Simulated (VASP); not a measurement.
Here is a VASP 6.6.1 calculation.

INCAR

```
SYSTEM = C
PREC     = Accurate       ! precision mode
ENCUT    = 520            ! plane-wave cutoff, eV
EDIFF    = 1E-8           ! SCF threshold, eV
ISMEAR   = 0              ! smearing method
SIGMA    = 0.02           ! smearing width, eV
LREAL    = .FALSE.        ! projectors in reciprocal space
LASPH    = .TRUE.         ! aspherical terms in the spheres
NELM     = 60             ! most SCF steps
ALGO     = Normal         ! electronic algorithm
ISIF     = 2              ! what is computed and relaxed
LWAVE    = .FALSE.        ! write WAVECAR
LCHARG   = .FALSE.        ! write CHGCAR
GGA      = PE             ! functional
IVDW     = 12             ! dispersion correction
IBRION   = 6              ! ionic algorithm
NFREE    = 2            
POTIM    = 0.015          ! step
NSW      = 1              ! ionic steps
KPAR     = 4
```

File KPOINTS:

```
Automatic mesh
0
G
  21 21 6
  0 0 0
```

POSCAR

```
C                                       
1.0
    2.4662784815      0.0000000000      0.0000000000
   -1.2331392407      2.1358598181     -0.0000000000
    0.0000000000     -0.0000000000      6.7267631529
  C             
     4
Direct
     0.0000000000000000    0.0000000000000000    0.2500000000000000
     0.0000000000000000    0.0000000000000000    0.7500000000000000
     0.3333333300000021    0.6666666699999979    0.2500000000000000
     0.6666666699999979    0.3333333300000021    0.7500000000000000
```

Potentials or basis: VASP PAW PBE potentials, release 64 (C).

Run with:

```console
$ cat potpaw_PBE.64/C/POTCAR > POTCAR
$ mpirun -np 4 vasp_std > vasp.out
```

Task: Predict the highest phonon frequency at Γ.

Result: 1555 cm⁻¹.

Task: What does it give for the dispersion energy per atom?

Result: -0.156 eV.

Phonon frequencies in cm⁻¹ (negative: imaginary):
```csv
q point,frequencies
"(0.000, 0.000, 0.000)",0 0 0 10 10 117 863 869 1551 1551 1555 1555
```
